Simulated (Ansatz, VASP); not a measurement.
**ZnRe: VASP beside Ansatz**

```xyz
2
Lattice="2.7482 0.0000 0.0000 -1.3741 2.3800 0.0000 0.0000 0.0000 4.4941" Properties=species:S:1:pos:R:3 pbc="T T T"
Zn    0.0000    0.0000    0.0000
Re    0.0000    1.5867    2.2470
```

Alike in both runs: task single point; functional PBEsol; k mesh 16 × 16 × 9; occupations fermi-dirac, width 0.08 eV; no spin polarisation.

|  | VASP | Ansatz |
| --- | --- | --- |
| version | VASP 6.6.1 | Ansatz 0.2.0 |
| potentials or method | VASP PAW PBE potentials, release 64 (Zn, Re) | PAW with Ansatz's default frozen-core files, scalar-relativistic |
| plane-wave cutoff (eV) | 520 | 420 |
| valence electrons in the cell | 19 | 27 |

VASP gave:

- pressure (GPa): -9.1
- largest component of the traceless stress (GPa): 0.25

Question: What did Ansatz give for the same quantities?

Answer: Pressure (GPa): -9.2; largest component of the traceless stress (GPa): 0.00.

The functional is the same, so the differences come from potentials, cutoffs and numerics. The two sets of potentials don't hold the same shells in valence.

Caveats: the PAW data sets were made with another functional, which shifts forces and pressure a little (VASP). The runs have no spin-orbit coupling, so splittings on Re are missing.
